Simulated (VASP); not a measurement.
VASP ran on this input.

**KPOINTS**
```
Automatic mesh
0
Gamma
8 8 8
0 0 0
```

### POSCAR
```
WS2
1
    1.5924350000     0.9193930000     6.4898000000
   -1.5924350000     0.9193930000     6.4898000000
    0.0000000000    -1.8387860000     6.4898000000
W S
1 2
Direct
  0.0006700000   0.0006700000   0.0006700000
  0.4141130000   0.4141130000   0.4141130000
  0.2539200000   0.2539200000   0.2539200000
```

### INCAR
```
SYSTEM = WS2
PREC = Accurate
ENCUT = 300
EDIFF = 1E-6
NELM = 100
ALGO = Normal
LREAL = .FALSE.
LASPH = .TRUE.
ISMEAR = 0
SIGMA = 0.01
LMAXMIX = 6
LWAVE = .FALSE.
LCHARG = .FALSE.
ISIF = 2
```

POTCAR, in this order: W_sv S (LDA.64 set). Program: vasp_std.

Question: Translate this LDA calculation to Quantum ESPRESSO's pw.x.

Answer: One equivalent input (not run):
```
&CONTROL
  calculation = 'scf'
  pseudo_dir = './pseudo'
  outdir = './out'
  tprnfor = .true.
  tstress = .true.
/
&SYSTEM
  ibrav = 0
  nat = 3
  ntyp = 2
  ecutwfc = 70
  occupations = 'smearing'
  smearing = 'gaussian'
  degauss = 0.000735
  input_dft = 'pz'
/
&ELECTRONS
  conv_thr = 7.3e-08
  electron_maxstep = 100
/
ATOMIC_SPECIES
  W 183.840 W.upf
  S 32.060 S.upf
CELL_PARAMETERS angstrom
     1.5924350    0.9193930    6.4898000
    -1.5924350    0.9193930    6.4898000
     0.0000000   -1.8387860    6.4898000
ATOMIC_POSITIONS crystal
  W    0.0006700  0.0006700  0.0006700
  S    0.4141130  0.4141130  0.4141130
  S    0.2539200  0.2539200  0.2539200
K_POINTS automatic
  8 8 8 0 0 0
```
Limits of the translation: the potentials are each code's own (VASP's PAW set, PseudoDojo norm-conserving files in pw.x), so ENCUT and ecutwfc are chosen apart and not converted; conv_thr bounds pw.x's estimated SCF error, while EDIFF bounds the energy change between steps.

The structure comes from a computed database's WS2 entry; how it stands against other phases isn't given here. The cell was not relaxed at this level. The run is one of a series of settings (GGA removed, POTCAR W_sv S (LDA.64 set) against the base run), some of them coarse on purpose.
